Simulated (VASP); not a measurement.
# GaSn: structure and properties in VASP

Aim: relax GaSn, then compute properties on the relaxed cell. The steps: rough relaxation of the start cell, full relaxation (r2SCAN + rVV10), density, ELF and potential (r2SCAN + rVV10), band structure (r2SCAN + rVV10), density of states (r2SCAN + rVV10) and zone-centre phonons (r2SCAN + rVV10). The cell is invented: other elements were put on sites of a known structure type. It may not be a known or stable phase. Left out of this account: 1 further run (core levels: core levels are not valid at this level).

Program: VASP 6.6.1. Level of theory: r2SCAN with rVV10; plane waves and PAW (Ga_d, Sn_d); invented cell. Results are calculated unless marked as measured.

Report form: the programs' logs are mostly left out.

### Step 1. Starting point

Before any relaxation, the start is as follows. It takes space group P6_3/mmc (No. 194, hexagonal). Conventional cell: a = 4.056 Å, b = 4.056 Å, c = 6.186 Å, α = 90.00°, β = 90.00°, γ = 120.00°. Nearest to Ga lie 6 Sn at 2.81 Å. Nearest to Sn lie 6 Ga at 2.81 Å and 2 Sn at 3.09 Å. Farther neighbours are not listed.

### Step 2. Rough relaxation of the start cell

The start is only an estimate, so a cheap relaxation brings it near a minimum before any careful run. r2SCAN adds the kinetic-energy density, costs more than a GGA and is run with LASPH. LUSE_VDW switches on a nonlocal correlation term for dispersion.

INCAR reads:

```
SYSTEM = GaSn
PREC = Normal
ENCUT = 400
EDIFF = 1E-05
NELM = 60
ISMEAR = 1
SIGMA = 0.2
LREAL = .FALSE.
ALGO = Normal
METAGGA = R2SCAN
LUSE_VDW = .TRUE.
IVDW_NL = 2
BPARAM = 11.95
CPARAM = 0.0093
LASPH = .TRUE.
NBANDS = 33
LORBIT = 11
LWAVE = .FALSE.
LCHARG = .FALSE.
KPAR = 2
IBRION = 2
NSW = 40
ISIF = 3
EDIFFG = -0.04
```

POSCAR reads:

```
GaSn
1.0
    4.0555373700      0.0000000000      0.0000000000
   -2.0277686800      3.5121983900      0.0000000000
    0.0000000000      0.0000000000      6.1861190200
Ga Sn
2 2
Direct
    0.6666666700      0.3333333300      0.7500000000
    0.3333333300      0.6666666700      0.2500000000
    0.0000000000      0.0000000000      0.0000000000
    0.0000000000      0.0000000000      0.5000000000
```

KPOINTS reads:

```
Automatic mesh
0
Gamma
5 5 3
0 0 0
```

The projector-augmented-wave data sets are Ga_d and Sn_d (PBE family, release 64).

On the command line:

```console
$ mpirun -np 2 vasp_std
```

It took 3.9 min on 2 MPI ranks of AMD EPYC 7R43, shared host; peak memory 0.38 GiB.

The k-mesh is coarse for a metal. This relaxation is a rough one on cheap settings, only to bring the start near its minimum. The PAW data sets were made with PBE, which is usual practice but a small mismatch for other functionals. After so large a change of volume the plane waves of the start cell no longer fit, so the final stress carries a basis-set error. The run keeps the 24 symmetry operations of its start, so it cannot find a distortion of lower symmetry.

Step by step:

```
step  energy less that of the first step (eV)  largest force (eV/Å)  pressure (GPa)  volume (Å³)
   1                                   0.0000                0.0000            7.05        88.11
   2                                  -0.1561                0.0000           -2.20       101.05
   3                                  -0.1802                0.0000           -0.16        97.01
   4                                  -0.1802                0.0000           -0.36        97.20
   5                                  -0.1952                0.0000           -0.11        97.16
   6                                  -0.1632                0.0000            1.17        96.92
   7                                  -0.2020                0.0000            0.12        97.11
```

```
conventional cell, symmetrised  before  after   change
                         a (Å)   4.056  4.252   +4.8 %
                         b (Å)   4.056  4.252   +4.8 %
                         c (Å)   6.186  6.202   +0.3 %
              volume (Å³/atom)   22.03  24.28  +10.2 %
```

Final coordinates:

```cif
data_structure
_symmetry_space_group_name_H-M 'P 1'
_symmetry_Int_Tables_number 1
_cell_length_a 4.2520
_cell_length_b 4.2520
_cell_length_c 6.2020
_cell_angle_alpha 90.000
_cell_angle_beta 90.000
_cell_angle_gamma 120.000
_cell_volume 97.11
loop_
_atom_site_label
_atom_site_type_symbol
_atom_site_fract_x
_atom_site_fract_y
_atom_site_fract_z
_atom_site_occupancy
Ga1 Ga 0.66667 0.33333 0.75000 1
Ga2 Ga 0.33333 0.66667 0.25000 1
Sn3 Sn 0.00000 0.00000 0.00000 1
Sn4 Sn 0.00000 0.00000 0.50000 1
```

Numbers from this step:

```
electrons                       : 54
bands                           : 33
irreducible k-points            : 10
symmetry operations             : 24
free energy (TOTEN)             : -70.1107 eV
energy at zero smearing         : -70.1131 eV
Fermi energy                    : 6.269 eV
pressure                        : 0.1249 GPa
metallic                        : yes
SCF cycles over all ionic steps : 53
```

It ends with forces that vanish by symmetry and a pressure of 0.12 GPa.

### Step 3. Full relaxation (r2SCAN + rVV10)

Properties are meant for the cell that this level of theory prefers, so cell and atoms are relaxed first (ISIF = 3) until forces and stress are small; EDIFFG sets the threshold.

Changes to INCAR since step 2:

```diff
@@ -1,6 +1,6 @@
 SYSTEM = GaSn
-PREC = Normal
+PREC = Accurate
 ENCUT = 400
-EDIFF = 1E-05
-NELM = 60
+EDIFF = 1E-06
+NELM = 100
 ISMEAR = 1
@@ -21,4 +21,4 @@
 IBRION = 2
-NSW = 40
+NSW = 60
 ISIF = 3
-EDIFFG = -0.04
+EDIFFG = -0.01
```

POSCAR reads:

```
GaSn
1.0
    4.2519717604      0.0000000003      0.0000000000
   -2.1259858747      3.6823155624      0.0000000000
    0.0000000000      0.0000000000      6.2020166378
Ga Sn
2 2
Direct
    0.6666666700      0.3333333300      0.7500000000
    0.3333333300      0.6666666700      0.2500000000
    0.0000000000      0.0000000000      0.0000000000
    0.0000000000      0.0000000000      0.5000000000
```

KPOINTS reads:

```
Automatic mesh
0
Gamma
6 6 4
0 0 0
```

On the command line:

```console
$ mpirun -np 2 vasp_std
```

The job ended after 9.9 min (2 MPI ranks; peak memory 0.58 GiB).

The steps of the relaxation:

```
step  energy less that of the first step (eV)  largest force (eV/Å)  pressure (GPa)  volume (Å³)
   1                                   0.0000                0.0000            0.34        97.11
   2                                  -0.0011                0.0000            0.03        97.84
   3                                  -0.0011                0.0000           -0.08        97.94
   4                                  -0.0011                0.0000            0.03        97.90
   5                                  -0.0011                0.0000           -0.03        97.93
   6                                  -0.0013                0.0000           -0.03        97.96
   7                                  -0.0014                0.0000           -0.01        97.99
```

```
conventional cell, symmetrised  before  after  change
                         a (Å)   4.252  4.274  +0.5 %
                         b (Å)   4.252  4.274  +0.5 %
                         c (Å)   6.202  6.194  -0.1 %
              volume (Å³/atom)   24.28  24.50  +0.9 %
```

The relaxed structure:

```xyz
4
Lattice="4.2740 0.0000 0.0000 -2.1370 3.7014 0.0000 0.0000 0.0000 6.1939" Properties=species:S:1:pos:R:3 pbc="T T T"
Ga    2.1370    1.2338    4.6454
Ga    0.0000    2.4676    1.5485
Sn    0.0000    0.0000    0.0000
Sn    0.0000    0.0000    3.0969
```

Numbers from this step:

```yaml
irreducible_k_points: 21
free_energy_toten: -70.0775 eV
energy_at_zero_smearing: -70.0746 eV
fermi_energy: 6.124 eV
pressure: -0.008258 GPa
scf_cycles_over_all_ionic_steps: 44
```

It ends with forces that vanish by symmetry and a pressure of -0.01 GPa.

### Step 4. Density, ELF and potential (r2SCAN + rVV10)

A single point on the relaxed cell gives a clean self-consistent state, with density, ELF and potential written out.

Changes to INCAR since step 3:

```diff
@@ -18,7 +18,5 @@
 LWAVE = .FALSE.
-LCHARG = .FALSE.
-KPAR = 2
-IBRION = 2
-NSW = 60
-ISIF = 3
-EDIFFG = -0.01
+LCHARG = .TRUE.
+ISIF = 2
+LELF = .TRUE.
+LVHAR = .TRUE.
```

POSCAR reads:

```
GaSn
1.0
    4.2740398236      0.0000000003      0.0000000000
   -2.1370199062      3.7014270657      0.0000000000
    0.0000000000      0.0000000000      6.1938978061
Ga Sn
2 2
Direct
    0.6666666700      0.3333333300      0.7500000000
    0.3333333300      0.6666666700      0.2500000000
    0.0000000000      0.0000000000      0.0000000000
    0.0000000000      0.0000000000      0.5000000000
```

KPOINTS is that of step 3.

On the command line:

```console
$ mpirun -np 2 vasp_std
```

Run time: 2.2 min. Hardware: 2 MPI ranks; peak memory 0.42 GiB; 4.3 min of CPU time.

This step gave:

| Item | Value |
| --- | --- |
| SCF cycles | 14 |
| bands | 34 |
| free energy (TOTEN) | -70.0788 eV |
| energy at zero smearing | -70.0759 eV |
| pressure | 0.05334 GPa |

Valence electrons inside each PAW sphere by angular momentum. Sphere charges, by row:

```
atom  s (e)  p (e)  d (e)  tot (e)
 Ga1  0.993  0.591  9.945    11.53
 Ga2  0.993  0.591  9.945    11.53
 Sn3  1.191  1.103  9.986    12.28
 Sn4  1.191  1.103  9.986    12.28
```

Valence density in the ac plane at fractional y = 0.000, with atoms of Sn within 0.2 Å of it. It is the smooth field of the valence electrons, not physical close to the nuclei.

Ten even steps from '0' (0 e/Å³) to '9' (11 e/Å³), each cell a mean:
```
85100000000036
32000000000013
00000000000000
00000000000000
00000000000000
00000000000000
00000000000000
21000000000001
64100000000025
96200000000038
85100000000036
32000000000012
00000000000000
00000000000000
00000000000000
00000000000000
00000000000000
21000000000001
64100000000025
96200000000038
```
Columns run along a (4.3 Å), rows up along c (6.2 Å). Atoms in or near the plane, at fractional coordinates: Sn at (0.00, 0.00), Sn at (0.00, 0.50).

Electrostatic potential energy in the ac plane at fractional y = 0.000, with atoms of Sn within 0.2 Å of it. With pseudopotentials it is smooth inside the atoms' cores, unlike the true potential.

Values in eV, 20 rows by 14 columns, each cell a mean:
```
-95 -86 -52 -17  -2   1   2   3   2   0  -5 -28 -68 -91
-74 -61 -32  -8  -1   1   2   2   2   1  -2 -15 -44 -67
-31 -23  -9  -2   0   1   1   1   1   1   0  -3 -14 -26
 -6  -4  -2   0   1   1   0   0   0   1   1   0  -3  -5
 -2  -1   0   1   1   0  -1  -1   0   1   1   1   0  -1
 -3  -2  -1   1   1   1   0   0   0   1   1   0  -1  -3
-19 -13  -5  -1   1   1   1   1   1   1   0  -2  -8 -16
-60 -48 -23  -6   0   1   2   2   2   1  -2 -10 -33 -53
-90 -79 -46 -14  -1   1   2   3   2   0  -4 -23 -60 -85
-96 -92 -59 -21  -2   1   3   3   2   0  -6 -33 -75 -95
-95 -87 -54 -18  -2   1   2   3   2   0  -5 -29 -69 -92
-72 -59 -31  -8  -1   1   2   2   2   1  -2 -14 -42 -65
-33 -25 -10  -2   0   1   1   1   1   1  -1  -4 -16 -28
 -5  -4  -1   0   1   1   0   0   0   1   1   0  -2  -4
 -2  -1   0   1   1   0   0  -1   0   1   1   1   0  -1
 -3  -2  -1   1   1   0   0   0   0   1   1   0  -1  -2
-20 -14  -5  -1   1   1   1   1   1   1   0  -2  -9 -17
-58 -46 -22  -5   0   1   2   2   2   1  -1  -9 -32 -51
-92 -80 -47 -15  -1   1   2   3   2   0  -4 -24 -62 -86
-96 -92 -59 -21  -2   1   3   3   2   0  -6 -33 -75 -95
```
Columns run along a (4.3 Å; values clipped at the 3rd and 97th percentile), rows up along c (6.2 Å). Atoms in or near the plane, at fractional coordinates: Sn at (0.00, 0.00), Sn at (0.00, 0.50).

ELF in the ac plane at fractional y = 0.000, with atoms of Sn within 0.2 Å of it. It is the smooth field of the valence electrons, not physical close to the nuclei.

Ten even steps from '_' (0.09) to '@' (0.43), each cell a mean:
```
__..##@@@@##--::++@@@@@@==__
--++@@@@@@##++==++%%@@@@%%==
%%@@%%%%@@%%****##%%@@%%%%@@
**####%%%%%%##**##%%%%%%##**
****##########**##%%######**
****##%%%%%%##**##%%%%####**
%%%%##%%@@%%##**##%%@@%%%%%%
++##@@%%@@##++++**%%@@@@@@**
__::%%@@@@##==--++@@@@@@++..
**__**@@@@##--::==@@@@@@--__
....##@@@@##--::==@@@@@@==__
--++@@@@@@##++==++%%@@@@%%==
%%@@%%%%@@%%****##%%@@%%%%%%
****##%%%%%%##**##%%%%%%##**
****##########**##%%######**
****##%%%%%%##**##%%%%####**
%%%%%%%%@@%%##**##%%@@%%%%%%
**##@@%%@@##++++**%%@@@@@@##
__::%%@@@@##==--++@@@@@@++..
**__**@@@@##--::==@@@@@@--__
```
Columns run along a (4.3 Å), rows up along c (6.2 Å). Atoms in or near the plane, at fractional coordinates: Sn at (0.00, 0.00), Sn at (0.00, 0.50).

In this run the pressure is 0.05 GPa, small enough to go on.

### Step 5. Band structure (r2SCAN + rVV10)

Levels along the symmetry lines show where the bands peak and cross; KPOINTS_OPT computes them in the converged potential.

Changes to INCAR since step 4:

```diff
@@ -15,8 +15,6 @@
 LASPH = .TRUE.
-NBANDS = 33
+NBANDS = 41
 LORBIT = 11
 LWAVE = .FALSE.
-LCHARG = .TRUE.
-ISIF = 2
-LELF = .TRUE.
-LVHAR = .TRUE.
+LCHARG = .FALSE.
+KPAR = 2
```

POSCAR is that of step 4.

KPOINTS is that of step 4.

KPOINTS_OPT reads:

```
Line mode
16
Line-mode
Reciprocal
  0.00000000   0.00000000   0.00000000 GAMMA
  0.50000000   0.00000000   0.00000000 M

  0.50000000   0.00000000   0.00000000 M
  0.33333333   0.33333333   0.00000000 K

  0.33333333   0.33333333   0.00000000 K
  0.00000000   0.00000000   0.00000000 GAMMA

  0.00000000   0.00000000   0.00000000 GAMMA
  0.00000000   0.00000000   0.50000000 A

  0.00000000   0.00000000   0.50000000 A
  0.50000000   0.00000000   0.50000000 L

  0.50000000   0.00000000   0.50000000 L
  0.33333333   0.33333333   0.50000000 H

  0.33333333   0.33333333   0.50000000 H
  0.00000000   0.00000000   0.50000000 A

  0.50000000   0.00000000   0.50000000 L
  0.50000000   0.00000000   0.00000000 M

  0.33333333   0.33333333   0.00000000 K
  0.33333333   0.33333333   0.50000000 H
```

On the command line:

```console
$ mpirun -np 2 vasp_std
```

Run time: 10 min. Hardware: 2 MPI ranks; peak memory 0.6 GiB.

Spin-orbit coupling is off here; with elements this heavy it splits and shifts levels by tenths of an eV or more.

This step gave:

* bands: 41
* pressure: 0.05275 GPa

The electronic bands at the labelled points (eV, zero at the Fermi level; # counts the bands kept):

```
          point     #4     #5     #6     #7     #8     #9   #10   #11
              Γ  -0.44  -0.44   0.05   1.82   1.82   1.86  3.31  3.32
0.47 of the way  -4.21  -1.58  -1.32   0.10   2.56   2.58  2.62  3.22
              M  -4.33  -4.26  -2.77  -2.38   1.68   2.02  2.39  2.99
0.53 of the way  -5.05  -4.17  -2.47  -1.94  -0.19   0.16  3.25  5.59
              K  -4.84  -3.99  -1.73  -1.73  -1.27  -1.27  5.63  6.47
0.47 of the way  -5.11  -3.30  -0.61  -0.52   0.67   0.82  3.64  4.34
              Γ  -0.44  -0.44   0.05   1.82   1.82   1.86  3.31  3.32
0.47 of the way  -0.22  -0.22  -0.15   1.48   1.48   1.70  2.06  3.30
              A  -2.15   0.53   0.53   0.53   0.53   1.36  1.36  3.83
0.47 of the way  -3.54  -1.11  -1.11  -0.44  -0.44   1.78  1.78  5.02
              L  -6.33  -1.17  -1.17  -0.23  -0.23   0.77  0.77  4.11
0.47 of the way  -6.29  -2.78  -2.78   0.92   0.92   1.53  1.53  4.52
              H  -6.38  -3.78  -3.78   1.24   1.24   2.84  2.84  3.57
0.47 of the way  -4.35  -2.07  -2.07  -0.31  -0.31   3.22  3.22  3.68
              A  -2.15   0.53   0.53   0.53   0.53   1.36  1.36  3.83
      jump to L  -6.33  -1.17  -1.17  -0.23  -0.23   0.77  0.77  4.11
0.47 of the way  -5.31  -2.04  -2.03  -1.59   0.16   1.19  2.25  4.20
              M  -4.33  -4.26  -2.77  -2.38   1.68   2.02  2.39  2.99
      jump to K  -4.84  -3.99  -1.73  -1.73  -1.27  -1.27  5.63  6.47
0.53 of the way  -6.54  -3.20  -3.20  -1.63   0.82   0.82  4.38  5.67
              H  -6.38  -3.78  -3.78   1.24   1.24   2.84  2.84  3.57
```

Of the projections kept (Ga, Sn), the largest for each band there; the rest of the weight can lie on other orbitals:

```
point       #4       #5       #6       #7       #8       #9      #10      #11
    Γ  Sn 0.69  Sn 0.69  Ga 0.52  Ga 0.80  Ga 0.80  Ga 0.56  Ga 0.69  Sn 0.95
    M  Sn 0.74  Ga 0.84  Sn 0.60  Sn 0.62  Ga 0.50  Sn 0.89  Ga 0.78  Ga 0.69
    K  Sn 0.96  Sn 0.78  Sn 0.60  Sn 0.60  Ga 0.72  Ga 0.72  Ga 0.71  Sn 0.74
    Γ  Sn 0.69  Sn 0.69  Ga 0.52  Ga 0.80  Ga 0.80  Ga 0.56  Ga 0.69  Sn 0.95
    A  Ga 0.52  Sn 0.64  Sn 0.64  Sn 0.64  Sn 0.64  Sn 0.58  Sn 0.58  Ga 0.54
    L  Ga 0.64  Sn 0.62  Sn 0.62  Ga 0.62  Ga 0.62  Sn 0.78  Sn 0.78  Ga 0.53
```

There is no gap at this level.

[end of part 1 of 2]

[Lines on the potential files, build, host, timing and source positions are cut from VASP's logs without a mark.]

[Logs are printed without paths, hosts, clocks, repeated set-up lines and the standing remarks that a program may print on its own settings, such as how far it seeks lower states.]

[Hosts, paths, dates, database ids (printed as entryN), source tags and the programs' standing remarks are cut or masked in the printed files.]

[A measured line is paired with the nearest computed mode of its activity, which favours agreement.]
